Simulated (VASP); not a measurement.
Method: PBEsol GGA, VASP's PBE PAW potentials (set 64) (plane waves; VASP).

VASP input:

**KPOINTS**
```
K-points
0
Gamma
  9 9 9
```

INCAR:
```
SYSTEM = SiO2
PREC = Accurate
ENCUT = 400
EDIFF = 1E-6
NELM = 100
ALGO = Normal
LREAL = .FALSE.
LASPH = .TRUE.
ISMEAR = 0
SIGMA = 0.01
GGA = PS
LWAVE = .FALSE.
LCHARG = .FALSE.
ISIF = 2
```

### POSCAR
```
SiO2
1.0
 -2.4772900000   2.4772900000   3.6556700000
  2.4772900000  -2.4772900000   3.6556700000
  2.4772900000   2.4772900000  -3.6556700000
Si O
2 4
direct
  0.0000000000   0.0000000000   0.0000000000
  0.7500000000   0.2500000000   0.5000000000
  0.3750000000   0.2217900000   0.3467900000
  0.7782100000   0.1250000000   0.1532100000
  0.8750000000   0.0282100000   0.6532100000
  0.9717900000   0.6250000000   0.8467900000
```

POTCAR, in this order: Si O (PBE.64 set). Program: vasp_std.

Problem. What will the output report for the number of irreducible k-points (NKPTS), largest plane-wave count, number of space-group operations, FFT grid (NGX, NGY, NGZ)?

Solution. 
```yaml
number of irreducible k-points (NKPTS): 75
largest_plane_wave_count: 1649
number_of_space_group_operations: 8
FFT grid (NGX, NGY, NGZ): 36 × 36 × 36
```

The structure comes from a computed database's SiO2 entry (I-42d); how it stands against other phases isn't given here. The cell was not relaxed at this level.
